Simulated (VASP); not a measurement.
All values below come from r2SCAN+rVV10, VASP's PBE PAW potentials (set 64) (plane waves; VASP 6.6.1).

VASP ran on this input.

**KPOINTS_OPT**
```
k-points along high-symmetry lines
10
Line-mode
Reciprocal
  0.000000   0.000000   0.000000 ! GAMMA
  0.500000  -0.500000   0.500000 ! H

  0.500000  -0.500000   0.500000 ! H
  0.000000  -0.000000   0.500000 ! N

  0.000000  -0.000000   0.500000 ! N
  0.000000   0.000000   0.000000 ! GAMMA

  0.000000   0.000000   0.000000 ! GAMMA
  0.250000   0.250000   0.250000 ! P

  0.250000   0.250000   0.250000 ! P
  0.500000  -0.500000   0.500000 ! H

  0.250000   0.250000   0.250000 ! P
  0.000000  -0.000000   0.500000 ! N
```

**KPOINTS**
```
K-points
0
G
17 17 17
```

### INCAR
```
ALGO = Normal
BPARAM = 11.95
CPARAM = 0.0093
EDIFF = 1E-7
ENCUT = 520
ISIF = 2
ISMEAR = -5
LASPH = .TRUE.
LCHARG = .FALSE.
LMIXTAU = .TRUE.
LORBIT = 11
LREAL = .FALSE.
LUSE_VDW = .TRUE.
LWAVE = .FALSE.
METAGGA = R2SCAN
NEDOS = 601
NELM = 100
PREC = Accurate
SYSTEM = Li
```

### POSCAR
```
Li
1
   -1.7212788894     1.7212788894     1.7212788894
    1.7212788894    -1.7212788894     1.7212788894
    1.7212788894     1.7212788894    -1.7212788894
Li
1
Direct
  0.0000000000   0.0000000000   0.0000000000
```

POTCAR, in this order: Li_sv (PBE.64 set). Program: vasp_std.

**Question.** Estimate the energy per atom (σ→0), band gap (over mesh and band path).

**Answer.** 
```json
{
  "energy per atom (σ→0)": "-2.294 eV/atom",
  "band gap (over mesh and band path)": "none (metal, semimetal or under 0.01 eV)"
}
```

File OSZICAR:
```
...
DAV:  16    -0.229364344613E+01    0.38236E-05   -0.48004E-07  1745   0.101E-02    0.100E-03
DAV:  17    -0.229364842269E+01   -0.49766E-05   -0.77228E-08  1740   0.310E-03    0.597E-04
DAV:  18    -0.229364815627E+01    0.26641E-06   -0.54432E-08  1670   0.368E-03    0.172E-04
DAV:  19    -0.229364826866E+01   -0.11239E-06   -0.40912E-09   855   0.946E-04    0.990E-05
DAV:  20    -0.229364797416E+01    0.29451E-06   -0.77809E-09   840   0.148E-03    0.554E-05
DAV:  21    -0.229364795564E+01    0.18522E-07   -0.16973E-09   825   0.682E-04
   1 F= -.22936480E+01 E0= -.22936480E+01  d E =0.000000E+00
       N       E                     dE             ncg
```

The compound is Li in the bcc structure. It was relaxed first.
